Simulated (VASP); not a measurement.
Input for VASP

### INCAR
```
PRECFOCK = Fast
NELM = 100
LMAXMIX = 4
LCHARG = .FALSE.
ISYM = 3
GGA = PE   # PBE
SYSTEM = BaS
HFSCREEN = 0.2
EDIFF = 1E-6   # SCF stop (eV)
AEXX = 0.25
LWAVE = .FALSE.
ALGO = Normal
ISIF = 2   # forces and stress, cell fixed
LASPH = .TRUE.   # aspherical one-centre terms
ISMEAR = 0   # Gaussian
LREAL = .FALSE.   # projection in real space or not
LHFCALC = .TRUE.
PREC = Accurate
SIGMA = 0.05
ENCUT = 300
```

**KPOINTS**
```
Automatic mesh
0
Gamma
4 4 4
0 0 0
```

POSCAR:
```
BaS
1.0
  0.0000000000   3.2724470000   3.2724470000
  3.2724470000   0.0000000000   3.2724470000
  3.2724470000   3.2724470000   0.0000000000
Ba S
1 1
Cartesian
  0.0000000000   0.0000000000   0.0000000000
  3.2724470000   3.2724470000   3.2724470000
```

POTCAR, in this order: Ba_sv S (PBE.64 set). Program: vasp_std.

Q: Write an equivalent input for Ansatz.

A: One equivalent input (not run):
Ansatz 0.2 input:
```yaml
crystal:
  lattice:
    - [0.0000000, 3.2724470, 3.2724470]
    - [3.2724470, 0.0000000, 3.2724470]
    - [3.2724470, 3.2724470, 0.0000000]
  atoms:
    - { symbol: Ba, position: [0.0000000, 0.0000000, 0.0000000] }
    - { symbol: S, position: [0.5000000, 0.5000000, 0.5000000] }
kpoints:
  mp_grid: { grid: [4, 4, 4] }
hamiltonian:
  xc: hse06
  pseudopotentials: { kind: paw }
scf:
  occupations: { method: gaussian, width: 0.05 }
  max_iter: 100
output: { forces: true, stress: true, eigenvalues: true }
```
What does not carry over: each code has its own PAW files, so the cut-off isn't converted (ENCUT is set for VASP's; basis.ecutwfc is left out, and Ansatz then takes the one that its files recommend); Ansatz stops its SCF on the density residual and VASP on the energy change (EDIFF); Ansatz's hse06 screens at 0.11 per bohr (0.208 per Å), slightly more than HFSCREEN = 0.2.

The structure comes from a computed database's BaS entry; how it stands against other phases isn't given here. The cell was not relaxed at this level. The run is one of a series of settings (AEXX = 0.25, GGA = PE, HFSCREEN = 0.2, ISYM = 3, LHFCALC = .TRUE., PRECFOCK = Fast, KPOINTS 4×4×4 Γ-centred mesh against the base run), some of them coarse on purpose.
